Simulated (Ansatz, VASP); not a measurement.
**Ta2NF2 in two plane-wave programs**

One calculation is typed for both programs; each brings its own data sets. How far apart do they land? The structure shown is the start of the Ansatz relaxation below; VASP solves that cell, so the two are compared at the walk's first step.

Calculated with Ansatz 0.2.0; plane waves, with VASP 6.6.1 beside it; single point at PBEsol.

### Step 1. The structure

The cell holds 10 atoms: 2 N, 4 Ta and 4 F. Its edges and angles: a = 3.255 Å, b = 5.638 Å, c = 33.200 Å, α = 90.0°, β = 90.0°, γ = 90.0°. It derives from Ta2NF2. Vacuum lies along c.

As a file:

```cif
data_structure
_symmetry_space_group_name_H-M 'P 1'
_symmetry_Int_Tables_number 1
_cell_length_a 3.2550
_cell_length_b 5.6378
_cell_length_c 33.2000
_cell_angle_alpha 90.000
_cell_angle_beta 90.000
_cell_angle_gamma 90.000
_cell_volume 609.26
loop_
_atom_site_label
_atom_site_type_symbol
_atom_site_fract_x
_atom_site_fract_y
_atom_site_fract_z
_atom_site_occupancy
N1 N 0.00000 0.00890 0.30766 1
N2 N 0.50000 0.49110 0.29475 1
Ta3 Ta 0.00000 0.34611 0.33088 1
Ta4 Ta 0.50000 0.82056 0.33128 1
Ta5 Ta 0.50000 0.15389 0.27153 1
Ta6 Ta 0.00000 0.67944 0.27113 1
F7 F 0.50000 0.16862 0.36832 1
F8 F 0.00000 0.66471 0.37315 1
F9 F 0.00000 0.33138 0.23409 1
F10 F 0.50000 0.83529 0.22926 1
```

### Step 2. Ansatz: relaxation, PBEsol

Ansatz runs on its default PAW (the set named soft_2) files.

The two programs are compared at the cell with which this relaxation starts, whose forces are those of its first step.

Input file input.yaml:

```yaml
crystal:
  lattice:
    - [3.2550074214, 0.0, 0.0]
    - [0.0, 5.6378382328, 0.0]
    - [0.0, 0.0, 33.2]
  atoms:
    - { symbol: "N", position: [0.0, 0.0089041317, 0.307656508] }
    - { symbol: "N", position: [0.5, 0.4910958683, 0.2947531306] }
    - { symbol: Ta, position: [1.0, 0.3461092627, 0.3308755574] }
    - { symbol: Ta, position: [0.5, 0.8205574039, 0.3312824635] }
    - { symbol: Ta, position: [0.5, 0.1538907373, 0.2715340811] }
    - { symbol: Ta, position: [1.0, 0.6794425961, 0.271127175] }
    - { symbol: F, position: [0.5, 0.1686194959, 0.3683171234] }
    - { symbol: F, position: [1.0, 0.6647138375, 0.3731500164] }
    - { symbol: F, position: [1.0, 0.3313805041, 0.2340925151] }
    - { symbol: F, position: [0.5, 0.8352861625, 0.2292596221] }
  periodic: [true, true, false]
kpoints:
  mp_grid: { grid: [12, 6, 1] }
hamiltonian:
  xc: pbesol
scf:
  occupations: { method: methfessel_paxton, width: 0.15 }
output:
  forces: true
  stress: true
  eigenvalues: true
  write_density: true
  write_potential: true
  elf: true
  volumetric_format: npy
relax:
  adjacent_minimum: "off"
  f_tol: 0.002
  max_steps: 120
  cell: { stress_2d_tol: 0.005 }
```

Run with:

```sh
$ ansatz run input.yaml --threads 8 --pin off --max-ram 14336MiB --backend cpu --events-out ev --progress --plain --runs-dir out
```

Numbers of over 12 decimals in the logs are rounded to 6 here.

The program printed:

```text
Engine: ansatz 0.2.0, aarch64-unknown-linux-gnu
Pseudopotentials: kind: paw
Pseudopotential: N, paw, valence charge 5, recommended cutoff 420 eV (normal), N.paw.azcp
Pseudopotential: Ta, paw, valence charge 13, recommended cutoff 420 eV (normal), Ta.paw.azcp
Pseudopotential: F, paw, valence charge 7, recommended cutoff 420 eV (normal), F.paw.azcp
Functional definition: PBEsol
  exchange = pbesol_x
  correlation = pbesol_c
Crystal: 10 atoms, lattice volume = 609.260 Å³
Basis set: ecut = 420 eV, 11971 PW (Γ), exchange–correlation on 48×80×450 points (8 copies of the dense FFT grid, shifted against one another)
Bands: 55, of which v1, the nominal top of the filled ones, is band 45 counted from 1 (44 counted from 0)
Symmetry: 4 space group operations
Space group: P21/m (ITA 11), of the structure as read, at distance tolerance 8.5e-5 Å
k-points: 28 of 72
Non-local potential: N, projectors of the file, l = 0: 2, l = 1: 2, l = 2: 1
Non-local potential: Ta, projectors of the file, l = 0: 3, l = 1: 2, l = 2: 2, l = 3: 1
Non-local potential: F, projectors of the file, l = 0: 2, l = 1: 2, l = 2: 1
PAW form: soft (Blöchl's): semilocal exchange-correlation on the pseudo side does not see the compensation charge
PAW frozen core: N, regenerated for the run's functional, and the local potential with it (the file was generated under x = pbe(κ = 0.804, μ = 0.219515), c = pbe(β = 0.066725))
PAW frozen core: Ta, regenerated for the run's functional, and the local potential with it (the file was generated under x = pbe(κ = 0.804, μ = 0.219515), c = pbe(β = 0.066725))
PAW frozen core: F, regenerated for the run's functional, and the local potential with it (the file was generated under x = pbe(κ = 0.804, μ = 0.219515), c = pbe(β = 0.066725))
PAW one-centre angular grid: N, 110 points (default); XC on 64 Gauss nodes
PAW one-centre angular grid: Ta, 590 points (default); XC on 64 Gauss nodes
PAW one-centre angular grid: F, 110 points (default); XC on 64 Gauss nodes
Initial density: superposition of atomic densities (neutral atoms: chi_scale 0, normalization atom), corrected by the library's trained network
Initial wavefunctions: pseudopotential atomic-orbital guess
Functional: x = pbesol(κ = 0.804, μ = 0.123457), c = pbesol(β = 0.046)
SCF iter   1: F=—  HF=-43189.730862 eV  |F-HF|=—  |Δ(HF+E_count)|=         —  Δρ=8.12e-3  dr2=4.05e-1  ethr=1.77e-3  ⟨swp⟩=11.9  Hψ=10374  notcnv=0
preconditioner: auto → LDOS  [metal: Δε(μ)=0.047 eV  Ē_g=9.074 eV  σ=0.150 eV  W_gap=0.26  n_scr=64 (ndim 8)  ℏωp=10.6 eV  f_vac=0.784  D(μ)=3.09/eV (n_scr^D=10)  β→1.0]
SCF iter   2: F=—  HF=-43189.703386 eV  |F-HF|=—  |Δ(HF+E_count)|=   2.75e-2  S|Δr|=    0.00e0  Δρ=7.54e-3  dr2=2.41e-1  ethr=4.50e-4  ⟨swp⟩=4.0  Hψ=3764  notcnv=0  defer=70
SCF iter   3: F=—  HF=-43189.647015 eV  |F-HF|=—  |Δ(HF+E_count)|=   5.64e-2  S|Δr|=    0.00e0  Δρ=1.65e-3  dr2=1.00e-2  ethr=2.68e-4  ⟨swp⟩=2.6  Hψ=2759  notcnv=0  defer=70
SCF iter   4: F=—  HF=-43189.644489 eV  |F-HF|=—  |Δ(HF+E_count)|=   2.53e-3  S|Δr|=    0.00e0  Δρ=2.47e-4  dr2=3.08e-4  ethr=1.11e-5  ⟨swp⟩=4.1  Hψ=4019  notcnv=0  defer=67
SCF iter   5: F=—  HF=-43189.644537 eV  |F-HF|=—  |Δ(HF+E_count)|=   4.76e-5  S|Δr|=    0.00e0  Δρ=6.11e-5  dr2=1.81e-5  ethr=3.43e-7  ⟨swp⟩=3.3  Hψ=3487  notcnv=0  defer=67
SCF iter   6: F=—  HF=-43189.644385 eV  |F-HF|=—  |Δ(HF+E_count)|=   1.52e-4  S|Δr|=    0.00e0  Δρ=1.98e-5  dr2=2.20e-6  ethr=2.01e-8  ⟨swp⟩=3.4  Hψ=3495  notcnv=0  defer=67
SCF iter   7: F=—  HF=-43189.644388 eV  |F-HF|=—  |Δ(HF+E_count)|=   2.51e-6  S|Δr|=    0.00e0  Δρ=7.47e-6  dr2=2.51e-7  ethr=2.45e-9  ⟨swp⟩=3.5  Hψ=3261  notcnv=0  defer=67
SCF iter   8: F=-43189.644388 eV  HF=-43189.644388 eV  |F-HF|=1.17e-7  |Δ(HF+E_count)|=   5.45e-7  S|Δr|=    0.00e0  Δρ=1.45e-6  dr2=9.59e-9  ethr=1.11e-10  ⟨swp⟩=33.3  Hψ=20778  notcnv=0
SCF 1 converged in 8 iterations: F = -43189.644388 eV  dr2 = 9.59e-9
  greatest PAW one-centre occupation: 1.000 electrons in one spin orbital (limit 2), on the Ta atom at site 5 (counted from 0), in its partial waves of l = 0
relax step   1: F+E_penalty+E_count = -43189.64438819 eV  Δ(F+E_penalty+E_count) = +0.000e0 eV  max|allowed force component| = 8.802e-1 eV/Å  Δτ_max = 0.0000 Å  P = -1.802 N/m  Ω = 609.260 Å³  fix = [c, alpha, beta]  reactions: c +0.000 N/m; alpha +0.000 N/m/rad  (8 SCF iters, dr2 threshold 1.00e-7 eV, accepted)
Crystal: 10 atoms, lattice volume = 581.484 Å³
Basis set: ecut = 420 eV, 11427 PW (Γ), exchange–correlation on 48×80×450 points (8 copies of the dense FFT grid, shifted against one another)
Initial density: handed on by an earlier stage of this run
Initial wavefunctions: those handed on with the density
iter 1 solved again at ethr=4.70e-4 eV; its pass at ethr=3.10e-3 eV (dr2=4.23e-1 eV) is discarded
[...]
SCF iter   7: F=-43191.225751 eV  HF=-43191.225751 eV  |F-HF|=1.02e-10  |Δ(HF+E_count)|=   8.18e-9  S|Δr|=    0.00e0  Δρ=4.10e-9  dr2=7.48e-14  ethr=1.00e-12  ⟨swp⟩=15.1  Hψ=10510  notcnv=0
SCF 40 converged in 7 iterations: F = -43191.225751 eV  dr2 = 7.48e-14
relax step  40: F+E_penalty+E_count = -43191.22575125 eV  Δ(F+E_penalty+E_count) = -1.738e-4 eV  max|allowed force component| = 6.551e-4 eV/Å  Δτ_max = 0.0000 Å  P = +0.001 N/m  Ω = 577.316 Å³  fix = [c, alpha, beta]  reactions: c +0.000 N/m; alpha -0.000 N/m/rad  stress off target by 3.06e-3 N/m on what of the cell is left free  SCF on the basis re-selected at this cell (its energy is not comparable with the rows above)  (7 SCF iters)
basis re-selected at this cell: Δ(F+E_penalty+E_count) = -1.738e-4 eV, ΔP = +0.001 N/m vs the last step (what re-selecting the basis moved, of the pressure what is left beyond the Pulay correction that the steps carried, after the strain that the cell walked since its last selection, with what the two solves' SCF thresholds leave and, on support functions, any second-order correction that the steps lacked; it is no m [...]
WARN: The output density's exchange-correlation potential varies sharply where the density is thin. Do not read a vacuum level from v_tot or v_xc, or from such a field of the output density. On a cell that repeats whose density bears no net charge and no dipole along the vacuum's axis use v_es (v_loc + v_h of the components); under efield.dipole_correction with no amplitude use v_es + v_field, which holds any externa [...]
SCF converged after 7 iterations
Stability not checked: this state was not tested for a lower state beside it, because cold or Methfessel-Paxton smearing, or corrected tetrahedra, fill the levels in a way that the test cannot read (fill_not_monotonic; see scf.lower_state_search)
Free energy (F): -43191.225751 eV
Harris-Foulkes:  -43191.225751 eV  (|F-HF|=1.02e-10)
Internal energy: -43191.226704 eV  (E = F + TS)
E sigma→0 (E₀):  -43191.225989 eV
Entropy (-TS):   0.000953 eV (0.095 meV/atom)
Fermi energy:    -4.370173 eV
--- Per-component energies (eV) ---
  E_band       = -2334.515348
  E_kinetic    = 2556.857733
  E_local      = -270354.231333  (includes V_loc(G=0)·N_el)
  E_nonlocal   = 456.923687
  E_hartree    = 133571.555183
  E_xc         = -1302.210043
  E_vxc        = -1373.818355  (∫ρ·V_xc dr)
  E_paw        = -34110.541618  (= ΣΔE_a)
  E_vpaw       = -763.366434  (= ΣTr[D̂ρ^β])
  E_aug_tail   = 0.008991  (compensation charges beyond the density's cutoff)
  E_ewald      = 125989.330140
  E_core_change = 1.080554  (= ΣΔE_core)
  E_smearing   = 0.000953  (= −TS)
  E_closure    = -0.000000  (closes the sum)
  Σ components = -43191.225751   (vs F -43191.225751, Δ=0.00e0)
--- Forces (eV/Å), atoms counted from 1 ---
  atom   1  N      0.00000000     0.00013508    -0.00004293
  atom   2  N      0.00000000    -0.00013508     0.00004293
  atom   3  Ta     0.00000000     0.00017760     0.00017481
  atom   4  Ta     0.00000000    -0.00065513     0.00026393
  atom   5  Ta     0.00000000    -0.00017760    -0.00017481
  atom   6  Ta     0.00000000     0.00065513    -0.00026393
  atom   7  F      0.00000000     0.00011924    -0.00000328
  atom   8  F      0.00000000     0.00004067    -0.00002008
  atom   9  F      0.00000000    -0.00011924     0.00000328
  atom  10  F      0.00000000    -0.00004067     0.00002008
  max |Σ_I F_I| component: 5.42e-20 eV/Å
--- 2D stress c σ (N/m, compression-positive) ---
       -0.000511       0.000000       0.000000
        0.000000       0.003058       0.000000
        0.000000       0.000000       0.000000
  P = ½ c Tr σ = 0.0013 N/m
--- Band table (eV; the first three rows and the last of 28) ---
  k-point 0: bands = [... 41 lower, -7.5432, -6.4521, -6.0385, -5.5195, -4.2454, -3.5229, -3.4056, -2.7394, ... 6 higher]
  k-point 1: bands = [... 41 lower, -7.4806, -6.6127, -6.0545, -5.5616, -4.7201, -3.4072, -3.1832, -2.5776, ... 6 higher]
  k-point 2: bands = [... 41 lower, -7.1506, -6.8593, -6.2407, -5.6724, -5.1533, -3.3925, -2.8967, -2.7792, ... 6 higher]
  k-point 27: bands = [... 41 lower, -6.4381, -5.7896, -5.7896, -3.6987, -3.6987, -2.5379, -2.5379, -2.0768, ... 6 higher]
  ° read free of the cell's end (the report's vacuum.weakly_bound_levels)
--- Relaxed structure (37 steps of the walk, 36 accepted, 3 SCFs on fresh bases) ---
  F+E_penalty+E_count = -43191.22575125 eV   max|allowed force component| = 6.551e-4 eV/Å   (the final SCF, on the basis selected at the relaxed cell)
  cell:  # Å, volume = 577.3157 Å³
    - [2.803230, 0.0, 0.0]
    - [0.0, 6.203211, 0]
    - [0.0, 0, 33.2]
  atoms:
    - { symbol: N, position: [0, 0.077052, 0.321096] }
    - { symbol: N, position: [0.500000, 0.422948, 0.281313] }
    - { symbol: Ta, position: [1.000000, 0.398601, 0.334632] }
    - { symbol: Ta, position: [0.500000, 0.835438, 0.336023] }
    - { symbol: Ta, position: [0.500000, 0.101399, 0.267777] }
    - { symbol: Ta, position: [1.000000, 0.664562, 0.266387] }
    - { symbol: F, position: [0.500000, 0.318928, 0.380153] }
    - { symbol: F, position: [1.000000, 0.693698, 0.377054] }
    - { symbol: F, position: [1.000000, 0.181072, 0.222257] }
    - { symbol: F, position: [0.500000, 0.806302, 0.225356] }
```

The column dr2 measures how far the density is from self-consistency, as an energy; F and HF (Harris–Foulkes) agree once it is small.

(Continued in part 2 of 2.)

[Lines on the potential files, build, host, timing and source positions are cut from VASP's logs without a mark.]

[Logs are printed without paths, hosts, clocks, repeated set-up lines and the standing remarks that a program may print on its own settings, such as how far it seeks lower states.]

[Hosts, paths, dates, database ids (printed as entryN), source tags and the programs' standing remarks are cut or masked in the printed files.]
